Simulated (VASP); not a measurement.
Wanted: the native input for a VASP 6.6.1 run.

- Task: single point
- Functional: PBE0
- Potentials or basis: VASP PAW PBE potentials, release 64 (Si)
- Cutoff: 520 eV
- k mesh: 5 × 5 × 5
- Occupations: fermi-dirac, width 0.1 eV
- Spin: no spin polarisation
- Dipole correction: no
- Exchange at q = 0: truncated
- Grid for exact exchange (PRECFOCK): Normal
- Further INCAR settings: ALGO = Normal; EDIFF = 1e-07; NBANDS = 11

The system is Si.

```
Si
1.0
     0.00000    2.73549    2.73549
     2.73549    0.00000    2.73549
     2.73549    2.73549    0.00000
Si
2
Direct
  0.50000 0.50000 0.50000
  0.75000 0.75000 0.75000
```

These files were run (other wordings do the same):

POSCAR

```
Si
1.0
    0.0000000000      2.7354874691      2.7354874691
    2.7354874691      0.0000000000      2.7354874691
    2.7354874691      2.7354874691      0.0000000000
Si
2
Direct
    0.5000000000      0.5000000000      0.5000000000
    0.7500000000      0.7500000000      0.7500000000
```

INCAR.step1

```
PREC = Accurate
ENCUT = 520
EDIFF = 1E-5
ISMEAR = -1
SIGMA = 0.1
LREAL = F
LASPH = T
NELM = 100
ALGO = Normal
ISIF = 2
LWAVE = T
LCHARG = F
NBANDS = 11
GGA = PE
```

INCAR.step2

```
PREC = Accurate
ENCUT = 520
EDIFF = 1E-7
ISMEAR = -1
SIGMA = 0.1
LREAL = F
LASPH = T
NELM = 100
ALGO = Normal
ISIF = 2
LWAVE = F
LCHARG = F
GGA = PE
LHFCALC = T
AEXX = 0.25
PRECFOCK = Normal
HFRCUT = -1
NBANDS = 11
ISTART = 1
```

KPOINTS

```
regular mesh
0
Gamma
  5 5 5
```

Potentials or basis: VASP PAW PBE potentials, release 64 (Si).

Run with:

```sh
$ cat potpaw_PBE.64/Si/POTCAR > POTCAR
$ cp INCAR.step1 INCAR
$ mpirun -np 1 vasp_std > vasp.out
$ cp INCAR.step2 INCAR
$ mpirun -np 1 vasp_std > vasp.out
```

Results of the run:

| Property | Result |
| --- | --- |
| Pressure | -2.0 GPa |
| Band gap on the k mesh | 1.88 eV, indirect (least direct gap 4.00 eV) |

Caveat: the PAW data sets were made with another functional, which shifts forces and pressure a little; an odd mesh through Γ misses points on the zone boundary, where band edges often lie.

It took 3.1 min on 1 thread of Intel(R) Xeon(R) Platinum 8488C (Sapphire Rapids) (shared host), peak memory 0.17 GiB.
